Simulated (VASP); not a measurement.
OSZICAR of a VASP run on HfNb3N4 (ordered alloy cell):

**OSZICAR**
```
       N       E                     dE             d eps       ncg     rms          rms(c)
DAV:   1     0.787389888273E+03    0.78739E+03   -0.38311E+04  1640   0.176E+03
DAV:   2    -0.277169578058E+02   -0.81511E+03   -0.79922E+03  2002   0.671E+02
DAV:   3    -0.965193162215E+02   -0.68802E+02   -0.67981E+02  2584   0.159E+02
DAV:   4    -0.101176355301E+03   -0.46570E+01   -0.46345E+01  2696   0.353E+01
DAV:   5    -0.101368195617E+03   -0.19184E+00   -0.19062E+00  2703   0.691E+00    0.634E+01
DAV:   6    -0.889186740292E+02    0.12450E+02   -0.85138E+01  2288   0.468E+01    0.450E+01
DAV:   7    -0.887089522676E+02    0.20972E+00   -0.78492E+00  2576   0.145E+01    0.293E+01
DAV:   8    -0.887011739126E+02    0.77784E-02   -0.83129E-01  2528   0.539E+00    0.499E+00
DAV:   9    -0.886760285806E+02    0.25145E-01   -0.20710E-01  2544   0.203E+00    0.203E+00
DAV:  10    -0.886754334351E+02    0.59515E-03   -0.16586E-02  2400   0.103E+00    0.174E-01
DAV:  11    -0.886753932399E+02    0.40195E-04   -0.13115E-03  2712   0.218E-01    0.955E-02
DAV:  12    -0.886753911017E+02    0.21383E-05   -0.14403E-04  2392   0.958E-02    0.145E-02
DAV:  13    -0.886753867970E+02    0.43047E-05   -0.18743E-05  2376   0.299E-02    0.142E-02
DAV:  14    -0.886753878353E+02   -0.10383E-05   -0.35019E-06  1928   0.939E-03    0.359E-03
DAV:  15    -0.886753877603E+02    0.75036E-07   -0.45687E-07  1368   0.551E-03
   1 F= -.88675388E+02 E0= -.88677309E+02  d E =-.886754E+02
```

Task: Which electronic solver shows in the log?

Result: It is blocked Davidson (ALGO = Normal, or the opening steps of other solvers). The INCAR had ALGO = Normal.

Task: Can the final energy be trusted as converged?

Result: Self-consistency was reached. It stopped with EDIFF = 1E-6, NELM = 100, NSW = 60 and EDIFFG = -0.02 after 1 ionic step (PBEsol GGA, plane waves, VASP's PBE PAW potentials (set 64)).

The structure was generated: HfNb3N4 was put into an ordered model structure (Pm-3m), which need not be its known phase. It was relaxed first. The start is the result of an earlier pass. The electron count is odd and the run is not spin-polarised, which forces a metal.
